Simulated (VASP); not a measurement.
# AlCr2C: magnetic orders, part 2 of 5

Is AlCr2C a ferromagnet or an antiferromagnet at this level? The start is a computed cell from the Materials Project.

VASP 6.6.1, plane waves and PAW; the level of theory is named at each step.

So far: Starting point; Magnetic order, start order fm, signs ++++.

### Step 2. Magnetic order, start order fm, signs ++++ (continued)

Level of this step: PBEsol, DFT+U (Cr d 2 eV), spin-polarised, from parallel moments; plane waves and PAW (Cr, Al, C) (VASP).

Parts of OUTCAR (step 2):

```text
ion  position               nearest neighbor table
   1  0.333  0.667  0.085-   7 1.95   7 1.95   7 1.95   6 2.64   6 2.64   6 2.64   3 2.69   3 2.69
                             3 2.69
   2  0.667  0.333  0.585-   8 1.95   8 1.95   8 1.95   5 2.64   5 2.64   5 2.64   4 2.69   4 2.69
                             4 2.69
   3  0.667  0.333  0.915-   7 1.95   7 1.95   7 1.95   5 2.64   5 2.64   5 2.64   1 2.69   1 2.69
                             1 2.69
   4  0.333  0.667  0.415-   8 1.95   8 1.95   8 1.95   6 2.64   6 2.64   6 2.64   2 2.69   2 2.69
                             2 2.69
   5  0.333  0.667  0.750-   2 2.64   3 2.64   2 2.64   3 2.64   2 2.64   3 2.64
   6  0.667  0.333  0.250-   1 2.64   4 2.64   1 2.64   4 2.64   1 2.64   4 2.64
   7  0.000  0.000  0.000-   1 1.95   3 1.95   1 1.95   3 1.95   3 1.95   1 1.95
   8  0.000  0.000  0.500-   2 1.95   4 1.95   4 1.95   2 1.95   2 1.95   4 1.95

  LATTYP: Found a hexagonal cell.
 ALAT       =     2.8251010646
 C/A-ratio  =     4.4605036747

 Subroutine GETGRP returns: Found 24 space group operations
 (whereof 12 operations were pure point group operations)

The static configuration has the point symmetry D_3d.
 The point group associated with its full space group is D_6h.

 Found     16 irreducible k-points:

   k-points           NKPTS =     16   k-points in BZ     NKDIM =     16   number of bands    NBANDS=     33

   dimension x,y,z NGX =    16 NGY =   16 NGZ =   70
   dimension x,y,z NGXF=    32 NGYF=   32 NGZF=  140

   ENCUT  =  480.0 eV  35.28 Ry    5.94 a.u.   5.05  5.05 22.51*2*pi/ulx,y,z

   NELECT =      38.0000    total number of electrons

 k-points in reciprocal lattice and weights: Automatic mesh
   0.00000000  0.00000000  0.00000000       0.010
   0.14285714  0.00000000  0.00000000       0.061
   0.28571429  0.00000000  0.00000000       0.061
   0.42857143  0.00000000  0.00000000       0.061
   0.14285714  0.14285714  0.00000000       0.061
   0.28571429  0.14285714  0.00000000       0.122
   0.42857143  0.14285714  0.00000000       0.061
   0.28571429  0.28571429  0.00000000       0.061
   0.00000000  0.00000000  0.50000000       0.010
[...]
0.42857143  0.14285714  0.50000000       0.061
   0.28571429  0.28571429  0.50000000       0.061

atom =   1  type =  1  l = 2

 onsite density matrix

spin component  1

  0.5572 -0.0000 -0.0000 -0.0422  0.0000
 -0.0000  0.6672  0.0000 -0.0000 -0.0422
 -0.0000  0.0000  0.6786 -0.0000 -0.0000
 -0.0422 -0.0000 -0.0000  0.6672  0.0000
  0.0000 -0.0422 -0.0000  0.0000  0.5572

spin component  2

  0.3225 -0.0000 -0.0000 -0.0662  0.0000
 -0.0000  0.3352  0.0000 -0.0000 -0.0662
 -0.0000  0.0000  0.2609 -0.0000 -0.0000
 -0.0662 -0.0000 -0.0000  0.3352  0.0000
  0.0000 -0.0662 -0.0000  0.0000  0.3225

 occupancies and eigenvectors

  o =  0.2609  v =  0.0000  0.0000  0.0000  0.0000  0.0000  0.0000  0.0000  1.0000  0.0000  0.0000      0.0000  0.0000  0.0000  0.0000  0.0000  0.0000  0.0000  0.0000  0.0000  0.0000
  o =  0.2623  v =  0.0000  0.0000  0.0000  0.0000  0.0000  0.0000  0.6725 -0.0000  0.0000  0.7401      0.0000  0.0000  0.0000  0.0000  0.0000  0.0000  0.0000  0.0000  0.0000  0.0000
  o =  0.2623  v =  0.0000  0.0000  0.0000  0.0000  0.0000  0.7401 -0.0000  0.0000  0.6725 -0.0000      0.0000  0.0000  0.0000  0.0000  0.0000  0.0000  0.0000  0.0000  0.0000  0.0000
  o =  0.3953  v =  0.0000  0.0000  0.0000  0.0000  0.0000  0.0000 -0.7401 -0.0000 -0.0000  0.6725      0.0000  0.0000  0.0000  0.0000  0.0000  0.0000  0.0000  0.0000  0.0000  0.0000
  o =  0.3953  v =  0.0000  0.0000  0.0000  0.0000  0.0000  0.6725  0.0000  0.0000 -0.7401 -0.0000      0.0000  0.0000  0.0000  0.0000  0.0000  0.0000  0.0000  0.0000  0.0000  0.0000
  o =  0.5429  v = -0.0001 -0.3212 -0.0000 -0.0000 -0.9470  0.0000  0.0000  0.0000  0.0000  0.0000      0.0000  0.0000  0.0000  0.0000  0.0000  0.0000  0.0000  0.0000  0.0000  0.0000
  o =  0.5429  v =  0.9470 -0.0000 -0.0000  0.3212 -0.0001  0.0000  0.0000  0.0000  0.0000  0.0000      0.0000  0.0000  0.0000  0.0000  0.0000  0.0000  0.0000  0.0000  0.0000  0.0000
  o =  0.6786  v =  0.0000  0.0000 -1.0000 -0.0000 -0.0000  0.0000  0.0000  0.0000  0.0000  0.0000      0.0000  0.0000  0.0000  0.0000  0.0000  0.0000  0.0000  0.0000  0.0000  0.0000
  o =  0.6815  v = -0.0001  0.9470  0.0000  0.0002 -0.3212  0.0000  0.0000  0.0000  0.0000  0.0000      0.0000  0.0000  0.0000  0.0000  0.0000  0.0000  0.0000  0.0000  0.0000  0.0000
  o =  0.6815  v =  0.3212  0.0002  0.0000 -0.9470 -0.0001  0.0000  0.0000  0.0000  0.0000  0.0000      0.0000  0.0000  0.0000  0.0000  0.0000  0.0000  0.0000  0.0000  0.0000  0.0000

atom =   2  type =  1  l = 2

 onsite density matrix

spin component  1

  0.5572  0.0000 -0.0000  0.0422 -0.0000
  0.0000  0.6672 -0.0000 -0.0000  0.0422
 -0.0000 -0.0000  0.6786 -0.0000 -0.0000
  0.0422 -0.0000 -0.0000  0.6672  0.0000
 -0.0000  0.0422 -0.0000  0.0000  0.5572

spin component  2

  0.3225  0.0000 -0.0000  0.0662 -0.0000
  0.0000  0.3352 -0.0000 -0.0000  0.0662
 -0.0000 -0.0000  0.2609  0.0000 -0.0000
  0.0662 -0.0000  0.0000  0.3352  0.0000
 -0.0000  0.0662 -0.0000  0.0000  0.3225

 occupancies and eigenvectors

  o =  0.2609  v =  0.0000  0.0000  0.0000  0.0000  0.0000  0.0000 -0.0000  1.0000 -0.0000  0.0000      0.0000  0.0000  0.0000  0.0000  0.0000  0.0000  0.0000  0.0000  0.0000  0.0000
  o =  0.2623  v =  0.0000  0.0000  0.0000  0.0000  0.0000  0.0000 -0.6725 -0.0000 -0.0000  0.7401      0.0000  0.0000  0.0000  0.0000  0.0000  0.0000  0.0000  0.0000  0.0000  0.0000
  o =  0.2623  v =  0.0000  0.0000  0.0000  0.0000  0.0000 -0.7401 -0.0000  0.0000  0.6725  0.0000      0.0000  0.0000  0.0000  0.0000  0.0000  0.0000  0.0000  0.0000  0.0000  0.0000
  o =  0.3953  v =  0.0000  0.0000  0.0000  0.0000  0.0000  0.0000 -0.7401  0.0000  0.0000 -0.6725      0.0000  0.0000  0.0000  0.0000  0.0000  0.0000  0.0000  0.0000  0.0000  0.0000
  o =  0.3953  v =  0.0000  0.0000  0.0000  0.0000  0.0000  0.6725  0.0000 -0.0000  0.7401 -0.0000      0.0000  0.0000  0.0000  0.0000  0.0000  0.0000  0.0000  0.0000  0.0000  0.0000
  o =  0.5429  v =  0.0003 -0.3212  0.0000 -0.0001  0.9470  0.0000  0.0000  0.0000  0.0000  0.0000      0.0000  0.0000  0.0000  0.0000  0.0000  0.0000  0.0000  0.0000  0.0000  0.0000
  o =  0.5429  v =  0.9470  0.0001 -0.0000 -0.3212 -0.0003  0.0000  0.0000  0.0000  0.0000  0.0000      0.0000  0.0000  0.0000  0.0000  0.0000  0.0000  0.0000  0.0000  0.0000  0.0000
  o =  0.6786  v = -0.0000 -0.0000 -1.0000 -0.0000 -0.0000  0.0000  0.0000  0.0000  0.0000  0.0000      0.0000  0.0000  0.0000  0.0000  0.0000  0.0000  0.0000  0.0000  0.0000  0.0000
[...]
0.0000  0.6672 -0.0000 -0.0000  0.0422
 -0.0000 -0.0000  0.6786  0.0000 -0.0000
  0.0422 -0.0000  0.0000  0.6672  0.0000
 -0.0000  0.0422 -0.0000  0.0000  0.5572

spin component  2

  0.3225 -0.0000  0.0000  0.0662 -0.0000
 -0.0000  0.3352 -0.0000 -0.0000  0.0662
  0.0000 -0.0000  0.2609  0.0000 -0.0000
  0.0662 -0.0000  0.0000  0.3352  0.0000
 -0.0000  0.0662 -0.0000  0.0000  0.3225

 occupancies and eigenvectors

  o =  0.2609  v =  0.0000  0.0000  0.0000  0.0000  0.0000 -0.0000 -0.0000  1.0000  0.0000  0.0000      0.0000  0.0000  0.0000  0.0000  0.0000  0.0000  0.0000  0.0000  0.0000  0.0000
  o =  0.2623  v =  0.0000  0.0000  0.0000  0.0000  0.0000 -0.0003  0.6725  0.0000  0.0003 -0.7401      0.0000  0.0000  0.0000  0.0000  0.0000  0.0000  0.0000  0.0000  0.0000  0.0000
  o =  0.2623  v =  0.0000  0.0000  0.0000  0.0000  0.0000  0.7401  0.0003  0.0000 -0.6725 -0.0003      0.0000  0.0000  0.0000  0.0000  0.0000  0.0000  0.0000  0.0000  0.0000  0.0000
  o =  0.3953  v =  0.0000  0.0000  0.0000  0.0000  0.0000 -0.0000 -0.7401  0.0000 -0.0000 -0.6725      0.0000  0.0000  0.0000  0.0000  0.0000  0.0000  0.0000  0.0000  0.0000  0.0000
  o =  0.3953  v =  0.0000  0.0000  0.0000  0.0000  0.0000  0.6725 -0.0000  0.0000  0.7401 -0.0000      0.0000  0.0000  0.0000  0.0000  0.0000  0.0000  0.0000  0.0000  0.0000  0.0000
  o =  0.5429  v = -0.0005  0.3212 -0.0000  0.0002 -0.9470  0.0000  0.0000  0.0000  0.0000  0.0000      0.0000  0.0000  0.0000  0.0000  0.0000  0.0000  0.0000  0.0000  0.0000  0.0000
  o =  0.5429  v =  0.9470  0.0002 -0.0000 -0.3212 -0.0005  0.0000  0.0000  0.0000  0.0000  0.0000      0.0000  0.0000  0.0000  0.0000  0.0000  0.0000  0.0000  0.0000  0.0000  0.0000
  o =  0.6786  v = -0.0000  0.0000  1.0000 -0.0000  0.0000  0.0000  0.0000  0.0000  0.0000  0.0000      0.0000  0.0000  0.0000  0.0000  0.0000  0.0000  0.0000  0.0000  0.0000  0.0000
  o =  0.6815  v =  0.0000 -0.9470  0.0000  0.0001 -0.3212  0.0000  0.0000  0.0000  0.0000  0.0000      0.0000  0.0000  0.0000  0.0000  0.0000  0.0000  0.0000  0.0000  0.0000  0.0000
  o =  0.6815  v = -0.3212 -0.0001  0.0000 -0.9470 -0.0000  0.0000  0.0000  0.0000  0.0000  0.0000      0.0000  0.0000  0.0000  0.0000  0.0000  0.0000  0.0000  0.0000  0.0000  0.0000

 average (electrostatic) potential at core
       1 -40.4000       2 -40.4000       3 -40.4000       4 -40.4000       5 -71.3489
       6 -71.3489       7 -46.8811       8 -46.8811

 E-fermi :   8.3396

 spin component 1
 k-point     1 :       0.0000    0.0000    0.0000
  band No.  band energies     occupation
    ...
     22       7.2479      1.00000
     23       8.1348      1.00000
     24       8.1348      1.00000
     25       8.1771      1.00000
     26       8.1771      1.00000
     27      10.5095      0.00000
     28      11.4191      0.00000
     29      13.3791      0.00000
     30      13.6188      0.00000
     31      13.6188      0.00000
    ...

 k-point     2 :       0.1429    0.0000    0.0000
  band No.  band energies     occupation
    ...
     21       7.2677      1.00000
     22       7.2875      1.00000
     23       8.2106      0.99987
     24       8.2581      0.98939
     25       8.2639      0.98389
     26       8.5591      0.00000
     27      10.6305      0.00000
     28      11.8417      0.00000
     29      12.9491      0.00000
     30      13.1984      0.00000
    ...

 k-point     3 :       0.2857    0.0000    0.0000
  band No.  band energies     occupation
    ...
     19       7.2715      1.00000
     20       7.5529      1.00000
     21       7.8923      1.00000
     22       7.8996      1.00000
     23       8.2907      0.91641
     24       8.3533      0.34897
     25       8.4964      0.00000
     26       9.5361      0.00000
     27      10.6941      0.00000
     28      11.3235      0.00000
    ...

 k-point     4 :       0.4286    0.0000    0.0000
  band No.  band energies     occupation
    ...
     16       5.8494      1.00000
     17       7.6504      1.00000
     18       7.6862      1.00000
     19       7.7710      1.00000
     20       7.8599      1.00000
     21       8.4143      0.01725
     22       8.4297      0.00540
     23       8.7109      0.00000
     24       8.7354      0.00000
     25       8.7824      0.00000
    ...

 k-point     5 :       0.1429    0.1429    0.0000
  band No.  band energies     occupation
    ...
     20       7.6667      1.00000
     21       7.6910      1.00000
     22       7.7032      1.00000
     23       8.1575      1.00000
     24       8.2575      0.98985
     25       8.6043      0.00000
     26       9.5000      0.00000
     27      10.7496      0.00000
     28      12.1431      0.00000
     29      12.2893      0.00000
    ...

 k-point     6 :       0.2857    0.1429    0.0000
  band No.  band energies     occupation
    ...
     17       6.8927      1.00000
     18       7.0578      1.00000
     19       7.4261      1.00000
     20       7.9388      1.00000
     21       8.2663      0.98091
     22       8.4352      0.00343
     23       8.4937      0.00001
     24       8.6039      0.00000
     25       8.9397      0.00000
     26      10.2647      0.00000
    ...

  Total        3.4701180      3.4701180      5.6056888     -0.0000000      0.0000000      0.0000000
  in kB       63.8319813     63.8319813    103.1152890     -0.0000000      0.0000000      0.0000000
  external PRESSURE =      76.9264172 kB  Pullay stress =       0.0000000 kB

  energy-cutoff  :      480.00
  volume of cell :       87.10
      direct lattice vectors                 reciprocal lattice vectors
     2.825101065  0.000000000  0.000000000     0.353969638  0.204364466  0.000000000
    -1.412550532  2.446609290  0.000000000     0.000000000  0.408728931  0.000000000
     0.000000000  0.000000000 12.601373680     0.000000000  0.000000000  0.079356428

 POSITION                                       TOTAL-FORCE (eV/Angst)
 -----------------------------------------------------------------------------------
     -0.00000      1.63107      1.07186         0.000000      0.000000      0.794815
      1.41255      0.81554      7.37255         0.000000     -0.000000      0.794815
      1.41255      0.81554     11.52952         0.000000     -0.000000     -0.794815
     -0.00000      1.63107      5.22883         0.000000      0.000000     -0.794815
     -0.00000      1.63107      9.45103        -0.000000      0.000000      0.000000
      1.41255      0.81554      3.15034         0.000000      0.000000      0.000000
      0.00000      0.00000      0.00000         0.000000      0.000000      0.000000
      0.00000      0.00000      6.30069         0.000000      0.000000      0.000000
 -----------------------------------------------------------------------------------
    total drift:                               -0.000000      0.000000     -0.000000

  FREE ENERGIE OF THE ION-ELECTRON SYSTEM (eV)
  ---------------------------------------------------
  free  energy   TOTEN  =       -60.3120765775 eV

  energy  without entropy=      -60.3010417941  energy(sigma->0) =      -60.30655919

 total charge
# of ion       s       p       d       tot
------------------------------------------
    1        0.483   0.809   4.656   5.948
    2        0.483   0.809   4.656   5.948
    3        0.483   0.809   4.656   5.948
    4        0.483   0.809   4.656   5.948
    5        0.418   0.405   0.000   0.822
    6        0.418   0.405   0.000   0.822
    7        0.902   1.584   0.000   2.487
    8        0.902   1.584   0.000   2.487
--------------------------------------------------
tot          4.573   7.214  18.622  30.410

 magnetization (x)
# of ion       s       p       d       tot
------------------------------------------
    1       -0.001  -0.011   1.549   1.538
    2       -0.001  -0.011   1.549   1.538
    3       -0.001  -0.011   1.549   1.538
    4       -0.001  -0.011   1.549   1.538
    5       -0.023  -0.034   0.000  -0.056
    6       -0.023  -0.034   0.000  -0.056
    7       -0.022  -0.141   0.000  -0.163
    8       -0.022  -0.141   0.000  -0.163
--------------------------------------------------
tot         -0.093  -0.392   6.196   5.711

[... 6 further parts left out ...]
```

The magnetic state follows from one typed start and may not be the lowest. The k-mesh is coarse for a metal. A U on the itinerant d states of such a compound is hard to justify; it moves the bands at the Fermi level and favours large moments. The PAW data sets were made with PBE, which is usual practice but a small mismatch for other functionals. The data set Cr keeps the semicore shell frozen, which is cheaper and a little less accurate.

Numbers from this step:

* electronic cycles: 31
* electrons: 38
* free energy (TOTEN): -60.3121 eV
* energy at zero smearing: -60.3066 eV
* Fermi energy: 8.340 eV
* moment of the cell, from the last line of the log: 5.584 μB
* labelled metallic, from the levels on this mesh: yes

Spin moment in the PAW sphere by atom:

```csv
atom,spin moment in the PAW sphere (μB)
Cr1,1.54
Cr2,1.54
Cr3,1.54
Cr4,1.54
Al5,-0.06
Al6,-0.06
C7,-0.16
C8,-0.16
```

Force by atom:

```csv
atom,x (eV/Å),y (eV/Å),z (eV/Å),size
Cr1,0.000,0.000,0.795,0.795
Cr2,0.000,0.000,0.795,0.795
Cr3,0.000,0.000,-0.795,0.795
Cr4,0.000,0.000,-0.795,0.795
Al5,0.000,0.000,0.000,0.000
Al6,0.000,0.000,0.000,0.000
C7,0.000,0.000,0.000,0.000
C8,0.000,0.000,0.000,0.000
```

Spin density in the ac plane at fractional y = 0.333, with atoms of Cr and Al within 0.2 Å of it.

Ten even steps from '0' (0.0 e/Å³) to '9' (1.4 e/Å³), each cell a mean:
```
000000012333210
000000136898631
000000125787521
000000001121100
000000000000000
000000000000000
000000000000000
000000000000000
000000012333210
000000136898631
000000124676421
000000001111100
000000000000000
001100000000000
001100000000000
000000000000000
000000000000000
000000000000000
000000000000000
000000000000000
000000000000000
011110000000000
000000000000000
000000000000000
```
Columns run along a (2.8 Å), rows up along c (12.6 Å). Atoms in or near the plane, at fractional coordinates: Cr at (0.67, 0.59), Cr at (0.67, 0.91), Al at (0.67, 0.25).

Valence density in the ac plane at fractional y = 0.333, with atoms of Cr and Al within 0.2 Å of it. It is the smooth field of the valence electrons, not physical close to the nuclei.

Ten steps, logarithmic in the rise over the least value, from '0' (0.0 e/Å³) to '9' (3.3 e/Å³), each cell a mean:
```
566665566777665
555555678999876
444444678999876
444444455666554
444444444444444
433334444444444
443344444444444
444444444444444
444444556777655
544445679999976
555555678999876
666666555565555
566665544444445
566665444434444
455554444444444
444444444444444
444444444444444
444444332000233
444444433222334
444444444444444
444444444444444
555555444444444
566665544444445
666666554444455
```
Columns run along a (2.8 Å), rows up along c (12.6 Å). Atoms in or near the plane, at fractional coordinates: Cr at (0.67, 0.59), Cr at (0.67, 0.91), Al at (0.67, 0.25).

The largest moment at the end is 1.54 μB, and the moments of the cell sum to 5.58 μB.

[end of part 2 of 5]

[Lines on the potential files, build, host, timing and source positions are cut from VASP's logs without a mark.]

[Logs are printed without paths, hosts, clocks, repeated set-up lines and the standing remarks that a program may print on its own settings, such as how far it seeks lower states.]

[Hosts, paths, dates, database ids (printed as entryN), source tags and the programs' standing remarks are cut or masked in the printed files.]

[In band tables of VASP the shares of atoms and orbitals are scaled to a sum of 1 inside the atoms' spheres.]

[Runs that stopped without an error message from VASP are left out.]
